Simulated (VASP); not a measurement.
Input:

```xyz
3
Lattice="0.0000 3.0048 3.0048 3.0048 0.0000 3.0048 3.0048 3.0048 0.0000" Properties=species:S:1:pos:R:3 pbc="T T T"
Re     0.0000     0.0000     0.0000
Se     1.5024     1.5024     1.5024
Se     4.5073     4.5073     4.5073
```

These are PBEsol GGA, VASP's PBE PAW potentials (set 64) (plane waves; VASP) values and carry that method's errors. Settings: 400 eV cut-off, Gaussian smearing of 0.050 eV, potentials Re Se.

### Question
Give the energies of bands 3 to 12 at the high-symmetry points, in eV from the Fermi level.

### Answer

```
band      Γ      X      U      L      W
----  -----  -----  -----  -----  -----
3     -6.24  -8.12  -7.62  -5.30  -7.44
4     -6.24  -5.43  -5.81  -5.30  -6.75
5     -6.24  -5.43  -5.15  -4.52  -3.93
6     -1.27  -2.62  -3.32  -3.08  -3.93
7     -1.27  -2.62  -2.42  -3.08  -2.56
8     -0.21  -1.57  -0.69  -3.08  -0.67
9     -0.21  -0.35  -0.17  -0.85   0.09
10    -0.21   1.39   0.69  -0.85   1.30
11     4.26   1.77   1.56   1.32   1.82
12     4.27   3.96   3.44   4.09   1.82
```

It has no gap at this level: it comes out as a metal or semimetal.

The structure was generated: ReSe2 was put into the fluorite type (Fm-3m), which need not be its known phase. It was relaxed first, which changed the volume by -15 %. The electron count is odd and the run is not spin-polarised, which forces a metal.
